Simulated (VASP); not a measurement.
Given:

```xyz
8
Lattice="5.7626 0.0000 0.0000 0.0000 3.0938 0.0000 0.0000 0.0000 6.5245" Properties=species:S:1:pos:R:3 pbc="T T T"
Mo     2.9235     0.7734     4.4144
Mo     0.0422     0.7734     5.3724
Mo     2.8391     2.3203     2.1101
Mo     5.7204     2.3203     1.1521
Si     3.8310     0.7734     0.3602
Si     0.9497     0.7734     2.9021
Si     1.9316     2.3203     6.1644
Si     4.8129     2.3203     3.6224
```

Level of theory: LDA (Ceperley-Alder, Perdew-Zunger), VASP's LDA PAW potentials (set 64) (plane waves; VASP). Run with 400 eV cut-off, Gaussian smearing of 0.050 eV, potentials Mo_sv Si.

### Question
Give the energies of bands 29 to 42 at the high-symmetry points, in eV from the Fermi level.

### Answer

```csv
band,Γ,X,S,Y,Z,U,R,T
29,-1.88,-1.98,-2.47,-1.83,-1.35,-1.20,-2.01,-2.04
30,-1.45,-1.98,-2.47,-1.83,-1.35,-1.20,-2.01,-2.04
31,-1.40,-1.66,-2.47,-0.89,-1.01,-1.03,-2.01,-1.81
32,-1.35,-1.66,-2.47,-0.89,-1.01,-1.03,-2.01,-1.81
33,-1.00,-0.38,-0.65,-0.63,-0.69,-1.01,-0.93,-0.84
34,-0.28,-0.38,-0.65,-0.63,-0.69,-1.01,-0.93,-0.84
35,-0.21,-0.35,-0.65,-0.47,-0.60,-0.47,-0.93,-0.49
36,0.10,-0.35,-0.65,-0.47,-0.60,-0.47,-0.93,-0.49
37,0.32,0.70,1.61,0.35,0.59,0.77,0.96,0.05
38,0.79,0.70,1.61,0.35,0.59,0.77,0.96,0.05
39,1.38,1.78,1.61,1.04,1.08,1.45,0.96,1.29
40,1.81,1.78,1.61,1.04,1.08,1.45,0.96,1.29
41,1.95,2.23,3.20,3.14,1.59,1.56,3.06,2.49
42,2.00,2.23,3.20,3.15,1.59,1.56,3.06,2.49
```

It has no gap at this level: it comes out as a metal or semimetal.

The structure was generated: SiMo was put into the MnP type (Pnma), which need not be its known phase. It was relaxed first, which changed the volume by -13 %.
